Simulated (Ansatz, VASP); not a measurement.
## Li2RuN2 in VASP and in Ansatz

Contents of INCAR:

```
  ALGO = Normal
  EDIFF = 1E-6
  ENCUT = 520
  GGA = PE
  ISIF = 2
  ISMEAR = 0
  ISPIN = 2
  LASPH = T
  LCHARG = F
  LMAXMIX = 4
  LORBIT = 11
  LREAL = F
  LWAVE = F
  MAGMOM = 0 0 1 0 0
  NBANDS = 27
  NELM = 150
  PREC = Accurate
  SIGMA = 0.1
```

Contents of KPOINTS:

```
k-points
0
Gamma
  6 6 4
```

File POSCAR:

```
Li2RuN2
1.0
    3.1642327038      0.0000000000      0.0000000000
   -1.5821163519      2.7403059050      0.0000000000
    0.0000000000      0.0000000000      5.2114500038
Li Ru N
2 1 2
Direct
    0.6666666700      0.3333333300      0.3601800000
    0.3333333300      0.6666666700      0.6398200000
    0.0000000000      0.0000000000      0.0000000000
    0.6666666700      0.3333333300      0.7869890000
    0.3333333300      0.6666666700      0.2130110000
```

Input for Ansatz:

```yaml
crystal:
  lattice:
    - [3.1642327038, 0.0, 0.0]
    - [-1.5821163519, 2.740305905, 0.0]
    - [0.0, 0.0, 5.2114500038]
  atoms:
    - { symbol: Li, position: [0.66666667, 0.33333333, 0.36018] }
    - { symbol: Li, position: [0.33333333, 0.66666667, 0.63982] }
    - { symbol: Ru, position: [0.0, 0.0, 0.0], spin: 1.0 }
    - { symbol: "N", position: [0.66666667, 0.33333333, 0.786989] }
    - { symbol: "N", position: [0.33333333, 0.66666667, 0.213011] }
basis:
  ecutwfc: 420
kpoints:
  mp_grid: { grid: [6, 6, 4] }
hamiltonian:
  xc: pbe
scf:
  occupations: { method: gaussian, width: 0.1 }
  lower_state_search: "off"
output:
  forces: true
  stress: true
  eigenvalues: true
  populations: true
magnetization:
  spin_polarized: true
```

The cell comes from a database or a generator and needn't be the stable form of this composition.

Alike in both runs: task single point; functional PBE; k mesh 6 × 6 × 4; occupations gaussian, width 0.1 eV; collinear spin.

|  | VASP | Ansatz |
| --- | --- | --- |
| version | VASP 6.6.1 | Ansatz 0.2.0 |
| potentials or method | VASP PAW PBE potentials, release 64 (Li_sv, Ru_pv, N) | scalar-relativistic, plane waves, PAW |
| plane-wave cutoff (eV) | 520 | 420 |
| valence electrons in the cell | 30 | 32 |

|  | VASP | Ansatz | Ansatz less VASP |
| --- | --- | --- | --- |
| gap on the k mesh at the Fermi level (eV) | none | none | - |
| rms of the force components (eV/Å) | 0.083 | 0.082 | -0.0012 |
| net moment per atom (μB) | 0.06 | 0.06 | 0.000 |
| size of the moment on the site where the two differ most (μB) | 0.20 | 0.17 | -0.037 |

Site moments also hang on the region over which each program counts them. Atom by atom the forces differ by 0.006 eV/Å (rms over components). A gap of «none» marks a metal or a gap that the smearing closes. With one functional, cell and mesh, what is left measures potentials, basis and numerics. The two sets of potentials don't hold the same shells in valence.

Caveats: the k mesh is coarse (spacing up to 0.38 Å⁻¹), so the values aren't converged.
